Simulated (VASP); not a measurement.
Method: revPBE GGA, VASP's PBE PAW potentials (set 64) (plane waves; VASP 6.6.1).

A VASP calculation is set up with these files.

### KPOINTS
```
Automatic
0
gamma
  5 5 8
0 0 0
```

POSCAR:
```
SiO2
1.0
  4.3412340838   0.0000000000   0.0000000000
  0.0000000000   4.3412340838   0.0000000000
  0.0000000000   0.0000000000   2.7507729247
Si O
2 4
Cartesian
  0.0000000000   0.0000000000   0.0000000000
  2.1706170419   2.1706170419   1.3753864624
  1.3340030688   1.3340030688   0.0000000000
  3.5046201107   0.8366139731   1.3753864624
  0.8366139731   3.5046201107   1.3753864624
  3.0072310150   3.0072310150   0.0000000000
```

INCAR:
```
SYSTEM  =  SiO2
PREC  =  Accurate; ENCUT  =  520; LREAL  =  .FALSE.
LASPH  =  .TRUE.
EDIFF  =  1E-7; NELM  =  100; ALGO  =  Normal
ISMEAR  =  0; SIGMA  =  0.05
GGA  =  RE
IBRION  =  2; NSW  =  30; ISIF  =  4
EDIFFG  =  -0.01
LWAVE  =  .FALSE.; LCHARG  =  .FALSE.
```

POTCAR, in this order: Si O (PBE.64 set). Program: vasp_std.

Output

**OSZICAR**
```
       N       E                     dE             d eps       ncg     rms          rms(c)
DAV:   1     0.169029931660E+03    0.16903E+03   -0.17918E+04  1200   0.152E+03
DAV:   2    -0.405508144681E+02   -0.20958E+03   -0.20106E+03  1640   0.318E+02
DAV:   3    -0.484152364360E+02   -0.78644E+01   -0.78295E+01  1440   0.662E+01
DAV:   4    -0.484847189584E+02   -0.69483E-01   -0.69365E-01  1416   0.702E+00
DAV:   5    -0.484856290714E+02   -0.91011E-03   -0.90997E-03  1392   0.775E-01    0.163E+01
DAV:   6    -0.440102154706E+02    0.44754E+01   -0.18650E+01  1332   0.299E+01    0.738E+00
DAV:   7    -0.440561618106E+02   -0.45946E-01   -0.43629E-01  1420   0.490E+00    0.287E+00
DAV:   8    -0.440800360585E+02   -0.23874E-01   -0.23664E-02  1348   0.151E+00    0.112E+00
DAV:   9    -0.440917472898E+02   -0.11711E-01   -0.15076E-02  1384   0.122E+00    0.310E-01
DAV:  10    -0.440922657008E+02   -0.51841E-03   -0.21793E-03  1408   0.379E-01    0.785E-02
DAV:  11    -0.440921575065E+02    0.10819E-03   -0.49939E-04  1376   0.167E-01    0.888E-03
DAV:  12    -0.440921635742E+02   -0.60678E-05   -0.23646E-05  1380   0.366E-02    0.911E-03
DAV:  13    -0.440921630245E+02    0.54979E-06   -0.70573E-06  1400   0.197E-02    0.534E-03
DAV:  14    -0.440921631811E+02   -0.15660E-06   -0.25099E-07  1100   0.426E-03    0.155E-03
DAV:  15    -0.440921632312E+02   -0.50142E-07   -0.16469E-08   768   0.116E-03
   1 F= -.44092163E+02 E0= -.44092163E+02  d E =-.440922E+02
       N       E                     dE             d eps       ncg     rms          rms(c)
DAV:   1    -0.441038254341E+02   -0.11662E-01   -0.91064E+00  1200   0.255E+01    0.906E-01
DAV:   2    -0.441209145853E+02   -0.17089E-01   -0.25795E-01  1416   0.395E+00    0.432E-01
DAV:   3    -0.441159368964E+02    0.49777E-02   -0.45564E-03  1424   0.709E-01    0.196E-01
DAV:   4    -0.441151006573E+02    0.83624E-03   -0.42296E-03  1384   0.575E-01    0.467E-02
DAV:   5    -0.441151218736E+02   -0.21216E-04   -0.73372E-04  1352   0.235E-01    0.246E-02
DAV:   6    -0.441151133132E+02    0.85603E-05   -0.34263E-05  1340   0.588E-02    0.117E-02
DAV:   7    -0.441151130962E+02    0.21710E-06   -0.31942E-06  1368   0.172E-02    0.470E-03
DAV:   8    -0.441151132890E+02   -0.19285E-06   -0.16060E-06  1372   0.121E-02    0.220E-03
DAV:   9    -0.441151132331E+02    0.55861E-07   -0.77723E-07  1336   0.837E-03
   2 F= -.44115113E+02 E0= -.44115113E+02  d E =-.229500E-01
       N       E                     dE             d eps       ncg     rms          rms(c)
DAV:   1    -0.441154345568E+02   -0.32127E-03   -0.51462E-01  1200   0.606E+00    0.213E-01
DAV:   2    -0.441163667396E+02   -0.93218E-03   -0.14400E-02  1416   0.934E-01    0.104E-01
DAV:   3    -0.441160805159E+02    0.28622E-03   -0.26529E-04  1424   0.171E-01    0.458E-02
DAV:   4    -0.441160375816E+02    0.42934E-04   -0.23715E-04  1396   0.135E-01    0.113E-02
DAV:   5    -0.441160403205E+02   -0.27389E-05   -0.54828E-05  1340   0.668E-02    0.822E-03
DAV:   6    -0.441160377261E+02    0.25943E-05   -0.59274E-06  1328   0.263E-02    0.262E-03
DAV:   7    -0.441160379124E+02   -0.18629E-06   -0.85091E-07  1376   0.658E-03    0.193E-03
DAV:   8    -0.441160378927E+02    0.19706E-07   -0.48114E-08   684   0.222E-03
   3 F= -.44116038E+02 E0= -.44116038E+02  d E =-.238747E-01
       N       E                     dE             d eps       ncg     rms          rms(c)
DAV:   1    -0.441261400703E+02   -0.10102E-01   -0.71767E-01  1296   0.741E+00    0.638E-01
DAV:   2    -0.441213848705E+02    0.47552E-02   -0.10891E-02  1396   0.879E-01    0.357E-01
DAV:   3    -0.441186169574E+02    0.27679E-02   -0.35548E-03  1400   0.531E-01    0.261E-02
DAV:   4    -0.441186477221E+02   -0.30765E-04   -0.32128E-04  1364   0.140E-01    0.233E-02
DAV:   5    -0.441186498375E+02   -0.21154E-05   -0.13631E-05  1368   0.373E-02    0.352E-03
DAV:   6    -0.441186501253E+02   -0.28779E-06   -0.31610E-06  1380   0.145E-02    0.286E-03
DAV:   7    -0.441186501521E+02   -0.26749E-07   -0.19019E-07   976   0.380E-03
   4 F= -.44118650E+02 E0= -.44118650E+02  d E =-.261226E-02
       N       E                     dE             d eps       ncg     rms          rms(c)
DAV:   1    -0.441195235263E+02   -0.87340E-03   -0.47686E-02  1300   0.191E+00    0.165E-01
DAV:   2    -0.441192029454E+02    0.32058E-03   -0.72680E-04  1396   0.227E-01    0.922E-02
DAV:   3    -0.441190165041E+02    0.18644E-03   -0.23737E-04  1388   0.137E-01    0.669E-03
DAV:   4    -0.441190188808E+02   -0.23767E-05   -0.21647E-05  1368   0.365E-02    0.621E-03
DAV:   5    -0.441190192538E+02   -0.37305E-06   -0.73024E-07  1368   0.853E-03    0.109E-03
DAV:   6    -0.441190193280E+02   -0.74154E-07   -0.17760E-07   808   0.347E-03
   5 F= -.44119019E+02 E0= -.44119019E+02  d E =-.298144E-02
```

### OUTCAR
```
------------------------ aborting loop because EDIFF is reached ----------------------------------------
  FORCE on cell =-STRESS in cart. coord.  units (eV):
  Direction    XX          YY          ZZ          XY          YZ          ZX
  --------------------------------------------------------------------------------------
  Total       -3.7605497     -3.7605497     -3.7569910     -0.0000000      0.0000000      0.0000000
  in kB     -116.2199716   -116.2199716   -116.1099904     -0.0000000      0.0000000      0.0000000
  external PRESSURE =    -116.1833112 kB  Pullay stress =       0.0000000 kB
  volume of cell :       51.84
      direct lattice vectors                 reciprocal lattice vectors
     4.371162680 -0.000000000  0.000000000     0.228772085  0.000000000  0.000000000
    -0.000000000  4.371162680  0.000000000     0.000000000  0.228772085  0.000000000
     0.000000000  0.000000000  2.713233743     0.000000000  0.000000000  0.368563896
 POSITION                                       TOTAL-FORCE (eV/Angst)
 -----------------------------------------------------------------------------------
     -0.00000      0.00000      0.00000         0.000000      0.000000     -0.000000
      2.18558      2.18558      1.35662         0.000000      0.000000     -0.000000
      1.35937      1.35937      0.00000         0.000426      0.000426      0.000000
      3.54495      0.82621      1.35662         0.000426     -0.000426     -0.000000
      0.82621      3.54495      1.35662        -0.000426      0.000426     -0.000000
      3.01180      3.01180      0.00000        -0.000426     -0.000426     -0.000000
 -----------------------------------------------------------------------------------
    total drift:                                0.000000      0.000000      0.000000
  FREE ENERGIE OF THE ION-ELECTRON SYSTEM (eV)
  ---------------------------------------------------
  free  energy   TOTEN  =       -44.1190193280 eV

  energy  without entropy=      -44.1190193280  energy(sigma->0) =      -44.11901933

 reached required accuracy - stopping structural energy minimisation
```
(Selected blocks of OUTCAR.)

CONTCAR:
```
SiO2
   1.00000000000000
     4.3711626802975321   -0.0000000000000000    0.0000000000000000
    -0.0000000000000000    4.3711626802975321    0.0000000000000000
     0.0000000000000000    0.0000000000000000    2.7132337433346527
  Si              O
     2     4
Direct
     0.0000000000000000    0.0000000000000000    0.0000000000000000
     0.5000000000000000    0.5000000000000000    0.5000000000000000
     0.3109851406126740    0.3109851406126740    0.0000000000000000
     0.8109851406126741    0.1890148593873259    0.5000000000000000
     0.1890148593873259    0.8109851406126741    0.5000000000000000
     0.6890148593873259    0.6890148593873259    0.0000000000000000
```

The compound is SiO2 in the rutile structure, stishovite, a high-pressure form. This cell is one point of a volume scan, at 1.06 of the reference volume. Symmetry was kept, so distortions that lower it aren't found.
